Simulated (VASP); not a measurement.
The system is Sb2Te3O2.

```
Sb Te O
1.0
     3.83997    0.00677    0.03155
     0.01354    7.62680   -0.03033
     0.09429   -0.04531   11.30972
Sb Te O
4 6 4
Direct
  0.98478 0.24766 0.89344
  0.98161 0.74824 0.88388
  0.49521 0.99987 0.12289
  0.48368 0.49863 0.11446
  0.03662 0.24545 0.28392
  0.01626 0.77420 0.29069
  0.50576 0.24929 0.51402
  0.54842 0.73251 0.48565
  0.51925 0.00937 0.70597
  0.50266 0.50346 0.72360
  0.50670 0.26361 0.01326
  0.48364 0.74305 0.99509
  0.03374 0.99211 0.00567
  0.98433 0.51810 0.98979
```

The cell was built by a generator and needn't be a form met in nature.

* Program: VASP 6.6.1
* Task: relaxation of cell and atoms
* Functional: PBE
* Potentials or basis: VASP PAW PBE potentials, release 64 (Sb, Te, O)
* Cutoff: 520 eV
* k mesh: 6 × 3 × 2
* Occupations: gaussian, width 0.15 eV
* Spin: no spin polarisation

At the start: pressure 0.3 GPa; volume 23.66 Å³/atom.

Question: How do energy, volume and symmetry change on relaxing?

Answer: Over 61 steps the energy falls by 117.9 meV/atom and the volume is 27.48 Å³/atom (+16.2 %); space group P1 (No. 1, to 0.05 Å).

Step by step:
```
step  energy change (eV)  largest force (eV/Å)  pressure (GPa)  volume (Å³)
   1              0.0000                1.1880            0.27       331.20
   3             -0.4021                0.7588            0.25       335.66
   5             -0.6615                0.9275           -1.81       345.82
   7             -0.8277                0.6472            0.20       340.19
   9             -0.8752                0.6175            0.72       339.92
  11             -0.9679                1.1715            2.12       346.86
  13             -1.0938                0.5586            0.55       349.70
  15             -1.1626                0.7070           -1.16       361.62
  17             -1.3268                0.4955           -0.14       364.42
  19             -1.3826                0.3511            0.03       366.13
  21             -1.4294                0.2526            0.03       367.99
  23             -1.4625                0.4088            0.12       369.99
  25             -1.5289                0.3840           -0.36       375.93
  27             -1.5533                0.3219            0.36       374.56
  29             -1.5855                0.2210           -0.21       379.13
  31             -1.6023                0.1933            0.11       379.05
  33             -1.6155                0.1394           -0.12       380.82
  35             -1.6243                0.1499            0.11       380.17
  37             -1.6294                0.0969           -0.03       381.10
  39             -1.6352                0.0996            0.13       380.96
  41             -1.6389                0.1062            0.09       381.44
  43             -1.6414                0.1334           -0.09       382.84
  45             -1.6446                0.0801            0.01       382.89
  47             -1.6474                0.0785            0.04       383.04
  49             -1.6484                0.0491           -0.07       383.77
  51             -1.6490                0.0544            0.04       383.57
  53             -1.6496                0.0505            0.04       384.17
  55             -1.6500                0.0545           -0.15       385.57
  57             -1.6505                0.0349           -0.06       385.11
  59             -1.6508                0.0302           -0.01       384.98
  61             -1.6512                0.0295            0.03       384.77
```

Final structure:
```
Sb Te O
1.0
     3.96522    0.04657    0.01728
     0.10366    8.03615    0.15374
     0.06679    0.22111   12.08137
Sb Te O
4 6 4
Direct
  0.94599 0.19430 0.87913
  0.00249 0.75224 0.91095
  0.52919 0.06775 0.13504
  0.50573 0.50345 0.08699
  0.01085 0.23843 0.26139
  0.01608 0.73224 0.28877
  0.51892 0.30399 0.55975
  0.51710 0.66611 0.46281
  0.48965 0.02646 0.73340
  0.52620 0.53909 0.71574
  0.52662 0.26003 0.01038
  0.50013 0.72095 0.98066
  0.98527 0.98838 0.98568
  0.00844 0.53213 0.01164
```

Caveat: the volume moved by over 15 % at a fixed basis, so the end points are rough.
